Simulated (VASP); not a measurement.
# MnCd7Te8 (F-43m) in VASP: a series of runs

One crystal, MnCd7Te8, is run at these levels: PBE; tasks: relaxation of cell and atoms.

All numbers are computed with VASP 6.6.1; they aren't measurements. Logs are shortened: lines on timing, memory, paths and dates and some standing lists are left out, and cuts for length are marked.

### 1 The structure

Symmetry: F-43m, No. 216, cubic system. Conventional cell: a = 12.801 Å, b = 12.801 Å, c = 12.801 Å, α = 90.00°, β = 90.00°, γ = 90.00°. Around Mn (site symmetry -43m) lie 4 Te at 2.77 Å. Around Cd (site symmetry 2mm) lie 4 Te at 2.77 Å. Around Cd (site symmetry -43m) lie 4 Te at 2.77 Å. Te (site symmetry 3m) is surrounded by 1 Mn at 2.77 Å and 3 Cd at 2.77 Å. Te (site symmetry 3m) has 4 Cd at 2.77 Å as nearest neighbours.

The cell was built by a generator and needn't be a form met in nature.

### 2 Relaxation of cell and atoms, PBE, collinear spin, ferromagnetic start

INCAR reads:

```
PREC = Accurate
ENCUT = 600
EDIFF = 1E-6
ISMEAR = 0
SIGMA = 0.03
LREAL = F
LASPH = T
NELM = 150
ALGO = Normal
ISIF = 3
LWAVE = F
LCHARG = F
ISPIN = 2
MAGMOM = 4 0 0 0 0 0 0 0 0 0 0 0 0 0 0 0
LORBIT = 11
LMAXMIX = 4
GGA = PE
IBRION = 2
NSW = 90
EDIFFG = -0.01
AMIX = 0.2
BMIX = 1E-4
AMIX_MAG = 0.8
BMIX_MAG = 1E-4
KPAR = 4
```

KPOINTS reads:

```
regular mesh
0
Gamma
  4 4 4
```

POSCAR reads:

```
MnCd7Te8
1.0
   -6.4003317600      6.4003317600      0.0000000000
   -6.4003317600      0.0000000000      6.4003317600
    0.0000000000      6.4003317600      6.4003317600
Mn Cd Te
1 7 8
Direct
    0.0000000000      0.0000000000      0.0000000000
    0.5000000000      0.0000000000      0.0000000000
    0.0000000000      0.5000000000      0.0000000000
    0.0000000000      0.0000000000      0.5000000000
    0.5000000000      0.5000000000      0.0000000000
    0.5000000000      0.0000000000      0.5000000000
    0.0000000000      0.5000000000      0.5000000000
    0.5000000000      0.5000000000      0.5000000000
    0.8750000000      0.8750000000      0.3750000000
    0.3750000000      0.8750000000      0.3750000000
    0.8750000000      0.3750000000      0.3750000000
    0.8750000000      0.8750000000      0.8750000000
    0.3750000000      0.3750000000      0.3750000000
    0.3750000000      0.8750000000      0.8750000000
    0.8750000000      0.3750000000      0.8750000000
    0.3750000000      0.3750000000      0.8750000000
```

Potentials or basis: VASP PAW PBE potentials, release 64 (Mn_pv, Cd, Te).

The run is started by

```console
$ cat potpaw_PBE.64/Mn_pv/POTCAR potpaw_PBE.64/Cd/POTCAR potpaw_PBE.64/Te/POTCAR > POTCAR
$ mpirun -np 4 vasp_std > vasp.out
```

OUTCAR:

```text
PREC = Accurate
   ENCUT = 600
   EDIFF = 1E-6
   ISMEAR = 0
   LREAL = F
   LASPH = T
   NELM = 150
   ISIF = 3
   ISPIN = 2
   LORBIT = 11
   GGA = PE
   IBRION = 2
   NSW = 90
   EDIFFG = -0.01
   AMIX = 0.2
   AMIX_MAG = 0.8

 ion  position               nearest neighbor table
   1  0.000  0.000  0.000-   9 2.77  12 2.77  14 2.77  15 2.77
   2  0.500  0.000  0.000-  10 2.77  12 2.77  14 2.77  16 2.77
   3  0.000  0.500  0.000-  11 2.77  12 2.77  15 2.77  16 2.77
   4  0.000  0.000  0.500-   9 2.77  10 2.77  11 2.77  12 2.77
   5  0.500  0.500  0.000-  13 2.77  14 2.77  15 2.77  16 2.77
   6  0.500  0.000  0.500-   9 2.77  10 2.77  13 2.77  14 2.77
[... 8 lines left out ...]
  15  0.875  0.375  0.875-   1 2.77   3 2.77   5 2.77   7 2.77
  16  0.375  0.375  0.875-   2 2.77   3 2.77   5 2.77   8 2.77

  LATTYP: Found a face centered cubic cell.
 ALAT       =    12.8006635200

  Lattice vectors:

 A1 = (  -6.4003317600,   6.4003317600,   0.0000000000)
 A2 = (  -6.4003317600,   0.0000000000,   6.4003317600)
 A3 = (   0.0000000000,   6.4003317600,   6.4003317600)

Analysis of symmetry for initial positions (statically):
=====================================================================
 Subroutine PRICEL returns:
 Original cell was already a primitive cell.

 Routine SETGRP: Setting up the symmetry group for a
 face centered cubic supercell.

 Subroutine GETGRP returns: Found 24 space group operations
 (whereof 24 operations were pure point group operations)
 out of a pool of 48 trial point group operations.

The static configuration has the point symmetry T_d .

Analysis of symmetry for dynamics (positions and initial velocities):
=====================================================================
 Subroutine PRICEL returns:
 Original cell was already a primitive cell.

 Routine SETGRP: Setting up the symmetry group for a
 face centered cubic supercell.

 Subroutine GETGRP returns: Found 24 space group operations
 (whereof 24 operations were pure point group operations)
 out of a pool of 48 trial point group operations.

The dynamic configuration has the point symmetry T_d .

Analysis of structural, dynamic, and magnetic symmetry:
=====================================================================
 Subroutine PRICEL returns:
 Original cell was already a primitive cell.

 Routine SETGRP: Setting up the symmetry group for a
 face centered cubic supercell.

[... 172 lines left out ...]
  -------------------------------------------------------------------------------------
  Total       12.5283201     12.5283201     12.5283201      0.0000000      0.0000000     -0.0000000
  in kB       38.2794748     38.2794748     38.2794748      0.0000000      0.0000000     -0.0000000
  external PRESSURE =      38.2794748 kB  Pullay stress =       0.0000000 kB
[... 131 lines left out ...]
  FREE ENERGIE OF THE ION-ELECTRON SYSTEM (eV)
  ---------------------------------------------------
  free  energy   TOTEN  =       -45.9492361966 eV

  energy  without entropy=      -45.9492361966  energy(sigma->0) =      -45.94923620

[... ionic steps 4 to 8 ...]

--------------------------------------- Ionic step        9  -------------------------------------------

 number of electron     145.0000035 magnetization       5.0000002

------------------------ aborting loop because EDIFF is reached ----------------------------------------
[... 95 lines left out ...]
--------------------------------------- Ionic step       11  -------------------------------------------

 number of electron     145.0000035 magnetization       5.0000002

 Free energy of the ion-electron system (eV)
  ---------------------------------------------------
  ext. energy  EPLUGINS =         0.00000000
  ---------------------------------------------------
  free energy    TOTEN  =       -46.00194583 eV

  energy without entropy =      -46.00194583  energy(sigma->0) =      -46.00194583

 E-fermi :   2.4576     XC(G=0):  -8.3467

 val. band max:        2.1907243604   @ k =   0.0000   0.0000   0.0000
 cond. band min:       2.7102957249   @ k =   0.0000   0.0000   0.0000
 fundamental gap:      0.5195713645
 Fermi energy:         2.4575531130

 spin component 1

 k-point     1 :       0.0000    0.0000    0.0000
  band No.  band energies     occupation
      1     -48.0010      1.00000
      2     -48.0010      1.00000
      3     -48.0010      1.00000
      4      -8.8770      1.00000
      5      -8.5298      1.00000
      6      -8.4989      1.00000
[... 685 lines left out ...]
     83       6.0238      0.00000
     84       6.0354      0.00000
 Fermi energy:         2.4575531130

 spin component 2

 k-point     1 :       0.0000    0.0000    0.0000
  band No.  band energies     occupation
      1     -43.5126      1.00000
      2     -43.5126      1.00000
      3     -43.5126      1.00000
      4      -8.8472      1.00000
      5      -8.4993      1.00000
      6      -8.4869      1.00000
[... 685 lines left out ...]
     83       6.0612      0.00000
     84       6.0676      0.00000
 [bands above 84 left out]

------------------------ aborting loop because EDIFF is reached ----------------------------------------

  FORCE on cell =-STRESS in cart. coord.  units (eV):
  Direction    XX          YY          ZZ          XY          YZ          ZX
  --------------------------------------------------------------------------------------
  -------------------------------------------------------------------------------------
  Total        0.0413719      0.0413719      0.0413719      0.0000000      0.0000000     -0.0000000
  in kB        0.1161840      0.1161840      0.1161840      0.0000000      0.0000000     -0.0000000
  external PRESSURE =       0.1161840 kB  Pullay stress =       0.0000000 kB
[... 31 lines left out ...]
  FREE ENERGIE OF THE ION-ELECTRON SYSTEM (eV)
  ---------------------------------------------------
  free  energy   TOTEN  =       -46.0019458293 eV

  energy  without entropy=      -46.0019458293  energy(sigma->0) =      -46.00194583

 reached required accuracy - stopping structural energy minimisation

 total charge

# of ion       s       p       d       tot
------------------------------------------
    1        0.262   6.172   4.905  11.340
    2        0.462   0.282   9.533  10.278
    3        0.462   0.282   9.533  10.278
    4        0.462   0.282   9.533  10.278
    5        0.462   0.282   9.533  10.278
    6        0.462   0.282   9.533  10.278
[... 8 lines left out ...]
   15        1.350   2.042   0.019   3.411
   16        1.353   2.036   0.018   3.408
--------------------------------------------------
tot         14.313  24.469  71.786 110.568

 magnetization (x)

# of ion       s       p       d       tot
------------------------------------------
    1        0.042   0.048   4.151   4.241
    2        0.005   0.004   0.001   0.011
    3        0.005   0.004   0.001   0.011
    4        0.005   0.004   0.001   0.011
    5        0.005   0.004   0.001   0.011
    6        0.005   0.004   0.001   0.011
[... 8 lines left out ...]
   15        0.003   0.012   0.004   0.019
   16        0.001   0.004   0.000   0.004
--------------------------------------------------
tot          0.087   0.138   4.174   4.399
```

It took 64 min on 4 MPI ranks of Intel Xeon 6975P-C (Granite Rapids), shared host; peak memory 1.6 GiB.

Results:

* Free energy: -46.0019 eV
* Relaxed volume: 35.66 Å³/atom
* Relaxed cell: a = 9.310 Å, b = 9.310 Å, c = 9.310 Å, α = 60.00°, β = 60.00°, γ = 60.00°
* Space group after relaxing (to 0.05 Å): F-43m (No. 216)
* Energy gained by relaxing: 39.5 meV/atom
* Ionic steps: 11
* Pressure after relaxing: 0.0 GPa
* Band gap on the k mesh: 0.52 eV, direct
* Net moment: 5.00 μB per cell
* Site moments: Mn +4.24; Cd +0.01, +0.00; Te +0.02, +0.00 μB
* Valence electrons inside the program's atomic spheres: Mn 11.34; Cd 10.28, 10.29; Te 3.41

The path:
```csv
step,energy change (eV),largest force (eV/Å),pressure (GPa),volume (Å³)
1,0.0000,0.6962,3.83,524.37
2,-0.5505,0.3163,-0.83,586.07
3,-0.5790,0.3757,-0.12,573.71
4,-0.6033,0.2744,-0.08,572.69
5,-0.6296,0.0593,0.05,569.94
6,-0.6297,0.0575,0.05,570.14
7,-0.6309,0.0347,-0.03,571.30
8,-0.6311,0.0229,-0.07,571.91
9,-0.6316,0.0122,0.00,570.63
10,-0.6316,0.0123,0.00,570.60
11,-0.6317,0.0053,0.01,570.52
```

Final structure:
```cif
data_structure
_symmetry_space_group_name_H-M 'P 1'
_symmetry_Int_Tables_number 1
_cell_length_a 9.3095
_cell_length_b 9.3095
_cell_length_c 9.3095
_cell_angle_alpha 60.000
_cell_angle_beta 60.000
_cell_angle_gamma 60.000
_cell_volume 570.52
loop_
_atom_site_label
_atom_site_type_symbol
_atom_site_fract_x
_atom_site_fract_y
_atom_site_fract_z
_atom_site_occupancy
Mn1 Mn 0.00000 0.00000 0.00000 1
Cd1 Cd 0.50109 0.99891 0.99891 1
Cd2 Cd 0.99891 0.50109 0.99891 1
Cd3 Cd 0.99891 0.99891 0.50109 1
Cd4 Cd 0.50109 0.50109 0.99891 1
Cd5 Cd 0.50109 0.99891 0.50109 1
Cd6 Cd 0.99891 0.50109 0.50109 1
Cd7 Cd 0.50000 0.50000 0.50000 1
Te1 Te 0.87911 0.87911 0.36266 1
Te2 Te 0.37502 0.87495 0.37502 1
Te3 Te 0.87495 0.37502 0.37502 1
Te4 Te 0.87911 0.87911 0.87911 1
Te5 Te 0.37502 0.37502 0.37502 1
Te6 Te 0.36266 0.87911 0.87911 1
Te7 Te 0.87911 0.36266 0.87911 1
Te8 Te 0.37502 0.37502 0.87495 1
```

Caveat: spin-orbit coupling is left out, which moves the levels of the heavy elements; a cell with one magnetic atom can't hold antiferromagnetic order, which such compounds often take. PBE gaps usually lie below the measured ones, often by a third to a half.

(Continued in part 2 of 2.)
